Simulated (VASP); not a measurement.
Runs of VASP 6.6.1 on Au. The cell holds a sheet with vacuum, 1 atom: a = 2.662 Å, b = 2.662 Å, c = 23.800 Å, α = 90.00°, β = 90.00°, γ = 90.00°. The cell was built by a generator and needn't be a form met in nature.

| task | level | U | cell | cutoff (eV) | smearing | dipole correction | atoms held fixed (from 0) | LDAUTYPE | hund's J | gap on the mesh (eV) | work function (eV) |
| --- | --- | --- | --- | --- | --- | --- | --- | --- | --- | --- | --- |
| work function | PBE | - | as given | 520 | gaussian 0.05 eV | yes | - | - | - | none | (a) |
| relaxation of the atoms | PBE+D4 | - | atoms relaxed | 520 | gaussian 0.05 eV | yes | [0] | - | - | none | - |
| single point | PBE | - | as given | 520 | fermi-dirac 0.05 eV | yes | - | - | - | none | 5.75 |
| work function | rev-vdW-DF2 | - | cell strained at random at fixed volume | 520 | fermi-dirac 0.05 eV | - | - | - | - | none | - |

Alike in all rows: potentials or basis VASP PAW PBE potentials, release 64 (Au); no spin polarisation; k mesh 10 × 10 × 1.

Question: Estimate the missing entries.

Answer: (a) 5.81.

Caveats: the relaxation stopped at its first step, so nothing moved (some runs).

A k mesh can miss the band edges, and the runs leave out spin-orbit coupling on Au.

A gap of «none» marks a metal or a gap under the smearing width.
